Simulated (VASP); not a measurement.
```
AlFe
1.0
    2.88377     0.00000     0.00000
    0.00000     2.88377     0.00000
    0.00000     0.00000     2.88377
Al Fe
1 1
Cartesian
  1.44189   1.44189   1.44189
  0.00000   0.00000   0.00000
```

Level of theory: revPBE GGA, VASP's PBE PAW potentials (set 64) (plane waves; VASP). Run with 520 eV cut-off, 14×14×14 Γ-centred mesh, tetrahedra with Blöchl corrections, potentials Al Fe.

### Question
Estimate the energy per atom (σ→0), band gap (on the k-mesh) with the smallest direct gap where there is one.

### Answer

band gap (on the k-mesh): none (metal, semimetal or under 0.01 eV)
energy per atom (σ→0): -577.7 kJ/mol of atoms

The absolute energy has meaning only against runs of the same code, potentials and settings.

The compound is FeAl in the CsCl type structure. It was relaxed first. The run is not spin-polarised, so no magnetic state was tried. The electron count is odd and the run is not spin-polarised, which forces a metal.
